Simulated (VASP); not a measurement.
Energy against volume of PtAl$_{2}$ (fluorite). Computed with RPBE GGA, VASP's PBE PAW potentials (set 64) (plane waves; VASP). Run with 520 eV cut-off, 9×9×9 Γ-centred mesh, first-order Methfessel-Paxton smearing of 0.10 eV, potentials Al Pt.

```
V (Å³/atom)  E (eV/atom)
-----------  -----------
17.242          -5.03836
17.775          -5.04500
18.308          -5.03906
18.841          -5.02251
```

Q: Fit these four points and predict the energy of the run at 16.708 Å³/atom.

A: A cubic in V^(−2/3), the third-order Birch-Murnaghan form, passes through the four points with V0 = 17.77 Å³/atom and B0 = 126 GPa, and gives -5.0168 eV/atom there. The run gave -5.0169 eV/atom, -0.2 meV/atom from the fit; all five points give B0 = 125 GPa.

The compound is PtAl2 in the fluorite structure. It was relaxed first.
